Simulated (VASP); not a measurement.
Crystal: GaP.

```
CELL_PARAMETERS angstrom
0.00000 2.72525 2.72525
2.72525 0.00000 2.72525
2.72525 2.72525 0.00000
ATOMIC_POSITIONS crystal
Ga 0.00000 0.00000 0.00000
P 0.25000 0.25000 0.25000
```

| Quantity | Value |
| --- | --- |
| Program | VASP 6.6.1 |
| Task | relaxation of cell and atoms |
| Functional | PBE |
| Potentials or basis | VASP PAW PBE potentials, release 64 (Ga_d, P) |
| Cutoff | 520 eV |
| k mesh | 10 × 10 × 10 |
| Occupations | gaussian, width 1 eV |
| Spin | no spin polarisation |

At the start: pressure 2.5 GPa; volume 20.24 Å³/atom.

Question: How do energy, volume and symmetry change on relaxing?

Answer: Over 3 steps the energy falls by 5.0 meV/atom and the volume is 20.89 Å³/atom (+3.2 %); space group F-43m (No. 216, to 0.05 Å).

The path:
```
step  energy change (eV)  largest force (eV/Å)  pressure (GPa)  volume (Å³)
   1              0.0000                0.0000            2.54        40.48
   2             -0.0080                0.0000           -1.02        42.39
   3             -0.0100                0.0000            0.00        41.78
```

Final structure:
```
Ga P
1.0
     0.00000    2.75410    2.75410
     2.75410    0.00000    2.75410
     2.75410    2.75410    0.00000
Ga P
1 1
Direct
  0.00000 0.00000 0.00000
  0.25000 0.25000 0.25000
```
